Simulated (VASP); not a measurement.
An input for Ansatz (written as the equivalent of a VASP run, and not itself run):

Ansatz 0.2 input:
```yaml
crystal:
  lattice:
    - [4.0536964, 0.0000000, 0.0000000]
    - [0.0000000, 4.0536964, 0.0000000]
    - [0.0000000, 0.0000000, 2.6235588]
  atoms:
    - { symbol: Si, position: [0.0000000, 0.0000000, 1.0000000] }
    - { symbol: Si, position: [0.5000000, 0.5000000, 0.5000000] }
    - { symbol: O, position: [0.3033501, 0.3033501, 1.0000000] }
    - { symbol: O, position: [0.8033501, 0.1966499, 0.5000000] }
    - { symbol: O, position: [0.1966499, 0.8033501, 0.5000000] }
    - { symbol: O, position: [0.6966499, 0.6966499, 0.0000000] }
kpoints:
  mp_grid: { grid: [6, 6, 8] }
hamiltonian:
  xc: r2scan
  pseudopotentials: { kind: paw }
scf:
  occupations: { method: gaussian, width: 0.05 }
  max_iter: 100
relax:
  max_steps: 40
  f_tol: 0.02
  cell: { p_target: 45 }
output: { forces: true, stress: true, eigenvalues: true }
```

Write the VASP files for the same calculation (r2SCAN).

One answer among several that fit: 
**POSCAR**
```
SiO2
1
    4.0536964147    -0.0000000000     0.0000000000
    0.0000000000     4.0536964147     0.0000000000
    0.0000000000     0.0000000000     2.6235587721
Si O
2 4
Direct
  0.0000000000   0.0000000000   1.0000000000
  0.5000000000   0.5000000000   0.5000000000
  0.3033500929   0.3033500929   1.0000000000
  0.8033500929   0.1966499071   0.5000000000
  0.1966499071   0.8033500929   0.5000000000
  0.6966499071   0.6966499071   0.0000000000
```

**INCAR**
```
LWAVE  =  .False.
LMIXTAU  =  .True.
PREC  =  Accurate
METAGGA  =  R2SCAN
ALGO  =  Normal   # blocked Davidson
SYSTEM  =  SiO2
NELM  =  100   # most electronic steps
ISIF  =  3   # ions, shape and volume
EDIFFG  =  -0.02   # ionic stop
EDIFF  =  1E-6
NSW  =  40   # most ionic steps
ISMEAR  =  0
LCHARG  =  .False.
SIGMA  =  0.05   # width (eV)
IBRION  =  2   # conjugate gradients
LASPH  =  .True.
ENCUT  =  620
PSTRESS  =  450   # kbar
LREAL  =  .False.
```

**KPOINTS**
```
Automatic
0
G
 6 6 8
```

POTCAR, in this order: Si O (PBE.64 set). Program: vasp_std.

Limits of the translation: each code has its own PAW files, so the cut-off isn't converted (ENCUT is set for VASP's; basis.ecutwfc is left out, and Ansatz then takes the one that its files recommend); Ansatz stops its SCF on the density residual and VASP on the energy change (EDIFF).

The compound is SiO2 in the rutile structure, stishovite, a high-pressure form. This run relaxes it under an external pressure of 45 GPa. Symmetry was kept, so distortions that lower it aren't found.
